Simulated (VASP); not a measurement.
```
SnO2
1.0
    4.74000     0.00000     0.00000
    0.00000     4.74000     0.00000
    0.00000     0.00000     3.19000
Sn O
2 4
Cartesian
  0.00000   0.00000   0.00000
  2.37000   2.37000   1.59500
  1.45518   1.45518   0.00000
  3.82518   0.91482   1.59500
  0.91482   3.82518   1.59500
  3.28482   3.28482   0.00000
```

Method: PBE GGA, VASP's PBE PAW potentials (set 64) (plane waves; VASP). Numerical set-up: 400 eV cut-off, 4×4×5 Γ-centred mesh, Fermi-Dirac smearing of 0.010 eV, potentials Sn_d O.

At this cut-off the stress carries a Pulay error, which pulls relaxed volumes low.

Task: Give the force on each atom (eV/Å).

Result: 
```
atom      Fx      Fy     Fz
----  ------  ------  -----
Sn1    0.000   0.000  0.000
Sn2    0.000   0.000  0.000
O3    -0.198  -0.198  0.000
O4    -0.198   0.198  0.000
O5     0.198  -0.198  0.000
O6     0.198   0.198  0.000
```

Task: Give the stress tensor in GPa (positive for a compressed cell).

Result: 
```
4.70  0.00  0.00
0.00  4.70  0.00
0.00  0.00  7.94
```
The pressure is its mean diagonal, 5.78 GPa.

The structure is a typed SnO2 crystal (P4_2/mnm). The cell was not relaxed at this level.
